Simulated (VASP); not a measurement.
Computed with r2SCAN meta-GGA, VASP's PBE PAW potentials (set 64) (plane waves; VASP).

VASP ran on this input.

### INCAR
```
SYSTEM=Lu
PREC=Accurate; ENCUT=520; LREAL=.FALSE.
LASPH=.TRUE.
EDIFF=1E-7; NELM=100; ALGO=Normal
LMAXMIX=6; LMIXTAU=.TRUE.
ISMEAR=1; SIGMA=0.1
METAGGA=R2SCAN
IBRION=2; NSW=30; ISIF=4
EDIFFG=-0.01
LWAVE=.FALSE.; LCHARG=.FALSE.
```

File POSCAR:
```
Lu
1
    1.7388156123    -3.0117170723     0.0000000000
    1.7388156123     3.0117170723     0.0000000000
    0.0000000000     0.0000000000     5.4140549690
Lu
2
Direct
  0.3333330000   0.6666670000   0.2500000000
  0.6666670000   0.3333330000   0.7500000000
```

KPOINTS:
```
Automatic
0
Gamma
  12 12 7
0 0 0
```

POTCAR, in this order: Lu_3 (PBE.64 set). Program: vasp_std.

What VASP printed:

**OSZICAR**
```
       N       E                     dE             d eps       ncg     rms          rms(c)
DAV:   1    -0.174989835519E+02   -0.17499E+02   -0.89143E+03  3239   0.154E+03
DAV:   2    -0.750266658438E+02   -0.57528E+02   -0.56306E+02  3366   0.750E+02
DAV:   3    -0.777148628461E+02   -0.26882E+01   -0.25411E+01  3562   0.732E+01
DAV:   4    -0.778187295522E+02   -0.10387E+00   -0.10007E+00  3580   0.108E+01
DAV:   5    -0.778232446051E+02   -0.45151E-02   -0.45021E-02  3306   0.232E+00    0.319E+01
DAV:   6    -0.763596699233E+02    0.14636E+01   -0.50578E-01  3139   0.178E+01    0.168E+01
DAV:   7    -0.749908220363E+02    0.13688E+01   -0.46557E-01  3531   0.129E+01    0.552E-01
DAV:   8    -0.762894943144E+02   -0.12987E+01   -0.44328E-01  3688   0.846E+00    0.271E+00
DAV:   9    -0.761584605276E+02    0.13103E+00   -0.70394E-02  3200   0.377E+00    0.809E-01
DAV:  10    -0.761530320903E+02    0.54284E-02   -0.13560E-03  3334   0.736E-01    0.837E-01
DAV:  11    -0.761568864653E+02   -0.38544E-02   -0.37416E-03  3179   0.801E-01    0.327E-01
DAV:  12    -0.761503957561E+02    0.64907E-02   -0.21673E-02  2822   0.164E+00    0.860E-02
DAV:  13    -0.761505253010E+02   -0.12954E-03   -0.67699E-04  3369   0.475E-01    0.770E-02
DAV:  14    -0.761505325394E+02   -0.72384E-05   -0.14642E-05  3226   0.602E-02    0.782E-02
DAV:  15    -0.761505225784E+02    0.99611E-05   -0.39283E-06  3462   0.339E-02    0.761E-02
DAV:  16    -0.761506060560E+02   -0.83478E-04   -0.35789E-05  3018   0.851E-02    0.121E-01
DAV:  17    -0.761505338238E+02    0.72232E-04   -0.52904E-05  3358   0.118E-01    0.142E-01
DAV:  18    -0.761505446084E+02   -0.10785E-04   -0.38451E-06  3309   0.277E-02    0.132E-01
DAV:  19    -0.761504789693E+02    0.65639E-04   -0.76726E-05  3139   0.108E-01    0.205E-02
DAV:  20    -0.761504946490E+02   -0.15680E-04   -0.14737E-05  3131   0.378E-02    0.283E-02
DAV:  21    -0.761505045228E+02   -0.98738E-05   -0.35688E-06  3537   0.272E-02    0.201E-02
DAV:  22    -0.761505248604E+02   -0.20338E-04   -0.39755E-06  3656   0.289E-02    0.138E-02
DAV:  23    -0.761505245623E+02    0.29809E-06   -0.26356E-06  3555   0.252E-02    0.688E-03
DAV:  24    -0.761505286407E+02   -0.40785E-05   -0.64295E-08  1513   0.606E-03    0.614E-03
DAV:  25    -0.761505277229E+02    0.91781E-06   -0.36029E-08  1473   0.815E-03    0.292E-03
DAV:  26    -0.761505290147E+02   -0.12917E-05   -0.27730E-08  1468   0.730E-03    0.155E-03
DAV:  27    -0.761505292066E+02   -0.19195E-06   -0.19053E-08  1463   0.585E-03    0.105E-03
DAV:  28    -0.761505289882E+02    0.21841E-06   -0.19000E-08  1393   0.610E-03    0.311E-04
DAV:  29    -0.761505298485E+02   -0.86026E-06   -0.26225E-08  1393   0.551E-03    0.147E-04
DAV:  30    -0.761505296654E+02    0.18311E-06   -0.13180E-08  1378   0.510E-03    0.226E-04
DAV:  31    -0.761505296057E+02    0.59677E-07   -0.70407E-09  1368   0.355E-03
   1 F= -.76150530E+02 E0= -.76150813E+02  d E =-.761505E+02
       N       E                     dE             d eps       ncg     rms          rms(c)
DAV:   1    -0.761506968312E+02   -0.16717E-03   -0.68338E-03  3021   0.117E+00    0.629E-02
DAV:   2    -0.761506157070E+02    0.81124E-04   -0.23470E-04  3324   0.214E-01    0.376E-02
DAV:   3    -0.761505996391E+02    0.16068E-04   -0.20979E-05  3538   0.824E-02    0.166E-02
DAV:   4    -0.761505939735E+02    0.56656E-05   -0.18039E-05  3771   0.454E-02    0.124E-02
DAV:   5    -0.761505946678E+02   -0.69430E-06   -0.29998E-06  3267   0.186E-02    0.623E-03
DAV:   6    -0.761505946115E+02    0.56277E-07   -0.45411E-08  1288   0.603E-03
   2 F= -.76150595E+02 E0= -.76150851E+02  d E =-.650058E-04
```

**OUTCAR**
```
------------------------ aborting loop because EDIFF is reached ----------------------------------------
  FORCE on cell =-STRESS in cart. coord.  units (eV):
  Direction    XX          YY          ZZ          XY          YZ          ZX
  --------------------------------------------------------------------------------------
  Total        0.5973324      0.5973325      0.5754330      0.0000000     -0.0000000      0.0000000
  in kB       16.8774298     16.8774308     16.2586683      0.0000000     -0.0000000      0.0000000
  external PRESSURE =      16.6711763 kB  Pullay stress =       0.0000000 kB
  volume of cell :       56.70
      direct lattice vectors                 reciprocal lattice vectors
     1.739905950 -3.013605595  0.000000000     0.287371855 -0.165914213 -0.000000000
     1.739905950  3.013605595 -0.000000000     0.287371855  0.165914213  0.000000000
     0.000000000 -0.000000000  5.407271496     0.000000000  0.000000000  0.184936155
 POSITION                                       TOTAL-FORCE (eV/Angst)
 -----------------------------------------------------------------------------------
      1.73991      1.00454      1.35182        -0.000000      0.000000      0.000000
      1.73991     -1.00454      4.05545         0.000000     -0.000000      0.000000
 -----------------------------------------------------------------------------------
    total drift:                                0.000001      0.000068     -0.000011
  FREE ENERGIE OF THE ION-ELECTRON SYSTEM (eV)
  ---------------------------------------------------
  free  energy   TOTEN  =       -76.1505946115 eV

  energy  without entropy=      -76.1513638465  energy(sigma->0) =      -76.15085102

 reached required accuracy - stopping structural energy minimisation
```
(Selected blocks of OUTCAR.)

### CONTCAR
```
Lu
   1.00000000000000
     1.7399059500580842   -3.0136055953375345    0.0000000000000000
     1.7399059500580842    3.0136055953375345   -0.0000000000000000
     0.0000000000000000   -0.0000000000000000    5.4072714955024352
  Lu
     2
Direct
     0.3333330000000032    0.6666669999999968    0.2500000000000000
     0.6666669999999968    0.3333330000000032    0.7500000000000000
```

The compound is Lu in the hcp structure. This cell is one point of a volume scan, at 0.97 of the reference volume. Symmetry was kept, so distortions that lower it aren't found.
